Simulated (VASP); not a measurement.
These are PBE GGA, VASP's PBE PAW potentials (set 64) (plane waves; VASP) values and carry that method's errors.

VASP ran on this input.

**POSCAR**
```
Cu
1
   -0.0000000000     1.8143503952     1.8143503952
    1.8143503952    -0.0000000000     1.8143503952
    1.8143503952     1.8143503952    -0.0000000000
Cu
1
Direct
  0.0000000000   0.0000000000   0.0000000000
```

File KPOINTS:
```
Automatic mesh
0
Gamma
15 15 15
0 0 0
```

INCAR:
```
# general
SYSTEM  = Cu
PREC    = Accurate
ENCUT   = 530
LREAL   = .False.
LASPH   = .True.

# electronic loop
EDIFF   = 1E-7
NELM    = 100
ALGO    = Normal
LMAXMIX = 4

# smearing
ISMEAR  = 1
SIGMA   = 0.1

# functional
GGA     = PE

# ions
IBRION  = 6
NSW     = 1
ISIF    = 3
POTIM   = 0.015
NFREE   = 2

# output
LWAVE   = .False.
LCHARG  = .False.
```

POTCAR, in this order: Cu (PBE.64 set). Program: vasp_std.

Question: What will the output report for the number of irreducible k-points (NKPTS), number of bands (NBANDS), largest plane-wave count, number of space-group operations, FFT grid (NGX, NGY, NGZ)?

Answer: 
```json
{
 "number of irreducible k-points (NKPTS)": "120",
 "number of bands (NBANDS)": "9",
 "largest_plane_wave_count": "338",
 "number_of_space_group_operations": "48",
 "FFT grid (NGX, NGY, NGZ)": "20 × 20 × 20"
}
```

The compound is Cu in the fcc structure. It was relaxed first.
